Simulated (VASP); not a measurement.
H10SO4, 15 atoms in the cell. The cell holds a amorphous, 15 atoms: a = 5.646 Å, b = 5.646 Å, c = 5.646 Å, α = 90.00°, β = 90.00°, γ = 90.00°. The cell was built by a generator and needn't be a form met in nature.

```yaml
Program: VASP 6.6.1
Task: molecular dynamics
Functional: PBE
Potentials_or_basis: VASP PAW PBE potentials, release 64 (O, H, S)
Cutoff: 520 eV
k_mesh: 1 × 1 × 1
Occupations: fermi-dirac, width 0.02 eV
Spin: no spin polarisation
Dipole_correction: no
Further_INCAR_settings: LREAL = Auto; ALGO = Normal; EDIFF = 1e-05; ISYM = 0; IBRION = 0; POTIM = 0.5; NSW = 40
```

Potentials or basis: VASP PAW PBE potentials, release 64 (O, H, S).

Run with:

```sh
$ cat potpaw_PBE.64/O/POTCAR potpaw_PBE.64/H/POTCAR potpaw_PBE.64/S/POTCAR > POTCAR
$ mpirun -np 1 vasp_gam > vasp.out
```

Hardware: 1 thread of AMD EPYC 7R13 Processor (Zen 3), with other jobs on the host.

Task: Estimate the wall time of this run.

Result: Wall time 5 min on 1 thread of AMD EPYC 7R13 Processor (Zen 3), on a shared host, peak memory 0.23 GiB. Counts: scf iterations 202, k points 1, ion steps 40.
